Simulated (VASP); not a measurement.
Calculation: r2SCAN+rVV10, VASP's PBE PAW potentials (set 64) (plane waves; VASP).

The input files of a VASP run:

**POSCAR**
```
Nb
1.0
 -1.6500000000   1.6500000000   1.6500000000
  1.6500000000  -1.6500000000   1.6500000000
  1.6500000000   1.6500000000  -1.6500000000
Nb
1
Cartesian
  0.0000000000   0.0000000000   0.0000000000
```

File KPOINTS:
```
Automatic mesh
0
Gamma
14 14 14
0 0 0
```

**INCAR**
```
SYSTEM = Nb
PREC = Accurate
ENCUT = 520
EDIFF = 1E-6
NELM = 100
ALGO = Normal
LREAL = .FALSE.
LASPH = .TRUE.
ISMEAR = 1
SIGMA = 0.1
METAGGA = R2SCAN
LUSE_VDW = .TRUE.
BPARAM = 11.95
CPARAM = 0.0093
LMIXTAU = .TRUE.
LMAXMIX = 4
LWAVE = .FALSE.
LCHARG = .FALSE.
IBRION = 2
ISIF = 3
NSW = 60
EDIFFG = -0.01
```

POTCAR, in this order: Nb_sv (PBE.64 set). Program: vasp_std.

Output of the run:

OSZICAR:
```
       N       E                     dE             d eps       ncg     rms          rms(c)
DAV:   1     0.101531660199E+03    0.10153E+03   -0.76846E+03  2088   0.133E+03
DAV:   2    -0.253252782824E+02   -0.12686E+03   -0.12387E+03  2230   0.465E+02
DAV:   3    -0.310875834097E+02   -0.57623E+01   -0.54933E+01  3286   0.824E+01
DAV:   4    -0.313811730534E+02   -0.29359E+00   -0.29101E+00  2870   0.161E+01
DAV:   5    -0.313929836479E+02   -0.11811E-01   -0.11797E-01  3358   0.268E+00    0.106E+01
DAV:   6    -0.238215458781E+02    0.75714E+01   -0.45323E+00  3080   0.320E+01    0.125E+00
DAV:   7    -0.248539356244E+02   -0.10324E+01   -0.32911E-01  2646   0.670E+00    0.119E+00
DAV:   8    -0.242655320421E+02    0.58840E+00   -0.58086E-01  3180   0.103E+01    0.129E+00
DAV:   9    -0.246182890601E+02   -0.35276E+00   -0.35756E-01  2364   0.634E+00    0.588E-01
DAV:  10    -0.246241018402E+02   -0.58128E-02   -0.13446E-02  2956   0.126E+00    0.150E-01
DAV:  11    -0.246244710242E+02   -0.36918E-03   -0.48418E-03  2188   0.109E+00    0.105E-01
DAV:  12    -0.246255984974E+02   -0.11275E-02   -0.25728E-03  2144   0.718E-01    0.778E-02
DAV:  13    -0.246260741365E+02   -0.47564E-03   -0.18799E-04  3024   0.183E-01    0.318E-02
DAV:  14    -0.246260593301E+02    0.14806E-04   -0.80001E-05  2444   0.123E-01    0.298E-02
DAV:  15    -0.246260919907E+02   -0.32661E-04   -0.33373E-05  3362   0.829E-02    0.125E-02
DAV:  16    -0.246260880839E+02    0.39068E-05   -0.13152E-05  3246   0.458E-02    0.487E-03
DAV:  17    -0.246260884787E+02   -0.39485E-06   -0.25044E-07  1142   0.974E-03
   1 F= -.24626088E+02 E0= -.24625785E+02  d E =-.246261E+02
       N       E                     dE             d eps       ncg     rms          rms(c)
DAV:   1    -0.246317066999E+02   -0.56186E-02   -0.19952E-01  2436   0.742E+00    0.619E-01
DAV:   2    -0.246260447673E+02    0.56619E-02   -0.14133E-02  3090   0.178E+00    0.188E-01
DAV:   3    -0.246255468260E+02    0.49794E-03   -0.50079E-03  3006   0.877E-01    0.943E-02
DAV:   4    -0.246256436448E+02   -0.96819E-04   -0.45954E-04  2254   0.292E-01    0.511E-02
DAV:   5    -0.246257541572E+02   -0.11051E-03   -0.61941E-04  2850   0.294E-01    0.293E-02
DAV:   6    -0.246259214419E+02   -0.16728E-03   -0.25846E-04  2162   0.234E-01    0.809E-03
DAV:   7    -0.246259998856E+02   -0.78444E-04   -0.57248E-05  2750   0.966E-02    0.488E-03
DAV:   8    -0.246260012885E+02   -0.14029E-05   -0.27698E-06  1966   0.237E-02    0.158E-03
DAV:   9    -0.246260035675E+02   -0.22790E-05   -0.42075E-07  1140   0.968E-03    0.358E-04
DAV:  10    -0.246260026592E+02    0.90822E-06   -0.12584E-07  1096   0.527E-03
   2 F= -.24626003E+02 E0= -.24625751E+02  d E =0.858195E-04
       N       E                     dE             d eps       ncg     rms          rms(c)
DAV:   1    -0.246281473056E+02   -0.21437E-02   -0.69654E-02  2426   0.439E+00    0.363E-01
DAV:   2    -0.246262040412E+02    0.19433E-02   -0.49878E-03  3100   0.105E+00    0.111E-01
DAV:   3    -0.246259965336E+02    0.20751E-03   -0.17502E-03  2980   0.517E-01    0.543E-02
DAV:   4    -0.246260673338E+02   -0.70800E-04   -0.16404E-04  2240   0.173E-01    0.301E-02
DAV:   5    -0.246260456324E+02    0.21701E-04   -0.21497E-04  2842   0.174E-01    0.175E-02
DAV:   6    -0.246261575176E+02   -0.11189E-03   -0.86286E-05  2208   0.134E-01    0.491E-03
DAV:   7    -0.246261589039E+02   -0.13862E-05   -0.17574E-05  2996   0.521E-02    0.319E-03
DAV:   8    -0.246261598030E+02   -0.89914E-06   -0.89342E-07  1266   0.145E-02
   3 F= -.24626160E+02 E0= -.24625876E+02  d E =-.713243E-04
```

OUTCAR:
```
------------------------ aborting loop because EDIFF is reached ----------------------------------------
  FORCE on cell =-STRESS in cart. coord.  units (eV):
  Direction    XX          YY          ZZ          XY          YZ          ZX
  --------------------------------------------------------------------------------------
  Total        0.0017235      0.0017235      0.0017235     -0.0000000     -0.0000000      0.0000000
  in kB        0.1541039      0.1541039      0.1541039     -0.0000000     -0.0000000      0.0000000
  external PRESSURE =       0.1541039 kB  Pullay stress =       0.0000000 kB
  volume of cell :       17.92
      direct lattice vectors                 reciprocal lattice vectors
    -1.648479009  1.648479009  1.648479009     0.000000000  0.303309898  0.303309898
     1.648479009 -1.648479009  1.648479009     0.303309898  0.000000000  0.303309898
     1.648479009  1.648479009 -1.648479009     0.303309898  0.303309898  0.000000000
 POSITION                                       TOTAL-FORCE (eV/Angst)
 -----------------------------------------------------------------------------------
      0.00000      0.00000      0.00000        -0.000000      0.000000     -0.000000
 -----------------------------------------------------------------------------------
    total drift:                                0.000000      0.000000      0.000000
  FREE ENERGIE OF THE ION-ELECTRON SYSTEM (eV)
  ---------------------------------------------------
  free  energy   TOTEN  =       -24.6261598030 eV

  energy  without entropy=      -24.6253094668  energy(sigma->0) =      -24.62587636

 reached required accuracy - stopping structural energy minimisation
```
(Selected blocks of OUTCAR.)

CONTCAR:
```
Nb
   1.00000000000000
    -1.6484790090768007    1.6484790090768007    1.6484790090768007
     1.6484790090768007   -1.6484790090768007    1.6484790090768007
     1.6484790090768007    1.6484790090768007   -1.6484790090768007
  Nb
     1
Direct
     0.0000000000000000    0.0000000000000000    0.0000000000000000
```

The compound is Nb in the bcc structure. This run relaxes it. Symmetry was kept, so distortions that lower it aren't found.
